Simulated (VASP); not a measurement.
An input for Ansatz (written as the equivalent of a VASP run, and not itself run):

Ansatz 0.2 input:
```yaml
crystal:
  lattice:
    - [5.6331030, 0.0000000, 0.0000000]
    - [0.0000000, 5.6331030, 0.0000000]
    - [0.0000000, 0.0000000, 5.6331030]
  atoms:
    - { symbol: Pr, position: [0.0000000, 0.0000000, 0.0000000], spin: 2 }
    - { symbol: Br, position: [0.5000000, 0.0000000, 0.0000000] }
    - { symbol: Br, position: [0.0000000, 0.0000000, 0.5000000] }
    - { symbol: Br, position: [0.0000000, 0.5000000, 0.0000000] }
kpoints:
  mp_grid: { grid: [3, 3, 3] }
hamiltonian:
  xc: pbe
  pseudopotentials: { kind: paw }
magnetization: { spin_polarized: true }
scf:
  occupations: { method: gaussian, width: 0.272 }
  max_iter: 100
output: { forces: true, stress: true, eigenvalues: true }
```

Problem. Write the VASP files for the same calculation (PBE).

Solution. This is not unique; one that fits is 
KPOINTS:
```
Automatic mesh
0
Gamma
3 3 3
0 0 0
```

INCAR:
```
SYSTEM = PrBr3
PREC = Accurate
ENCUT = 300
EDIFF = 1E-6
NELM = 100
ALGO = Normal
LREAL = .FALSE.
LASPH = .TRUE.
ISMEAR = 0
SIGMA = 0.272
GGA = PE
LMAXMIX = 6
LWAVE = .FALSE.
LCHARG = .FALSE.
ISIF = 2
ISPIN = 2
MAGMOM = 2.0 0.0 0.0 0.0
LORBIT = 11
```

POSCAR:
```
PrBr3
1
    5.6331030000     0.0000000000     0.0000000000
    0.0000000000     5.6331030000     0.0000000000
    0.0000000000     0.0000000000     5.6331030000
Pr Br
1 3
Direct
  0.0000000000   0.0000000000   0.0000000000
  0.5000000000   0.0000000000   0.0000000000
  0.0000000000   0.0000000000   0.5000000000
  0.0000000000   0.5000000000   0.0000000000
```

POTCAR, in this order: Pr Br (PBE.64 set). Program: vasp_std.

The two are equivalent in intent, not identical: each code has its own PAW files, so the cut-off isn't converted (ENCUT is set for VASP's; basis.ecutwfc is left out, and Ansatz then takes the one that its files recommend); Ansatz stops its SCF on the density residual and VASP on the energy change (EDIFF).

The structure was generated: PrBr3 was put into an ordered model structure, which need not be its known phase. The cell was not relaxed at this level. The k-mesh is coarse (spacing up to 0.37 per Å, 2π included), so the numbers may not be converged in it.
